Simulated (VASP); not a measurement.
Here is the system:

```
CELL_PARAMETERS angstrom
      0.00000     3.05390     3.05390
      3.05390     0.00000     3.05390
      3.05390     3.05390     0.00000
ATOMIC_POSITIONS crystal
  Pb 0.00000 0.00000 0.00000
  Se 0.50000 0.50000 0.50000
```

The numbers are results of PBE GGA with D3 dispersion (zero damping), VASP's PBE PAW potentials (set 64) (plane waves; VASP), not measurements. Settings: 520 eV cut-off, 7×7×7 Γ-centred mesh, Gaussian smearing of 0.050 eV, potentials Pb_d Se.

Question: Give the stress tensor in GPa (positive for a compressed cell).

Answer: 
```
1.56  0.00  0.00
0.00  1.56  0.00
0.00  0.00  1.56
```
The pressure is its mean diagonal, 1.56 GPa.

The compound is PbSe in the rock salt structure. This cell is one point of a volume scan, at 0.97 of the reference volume.
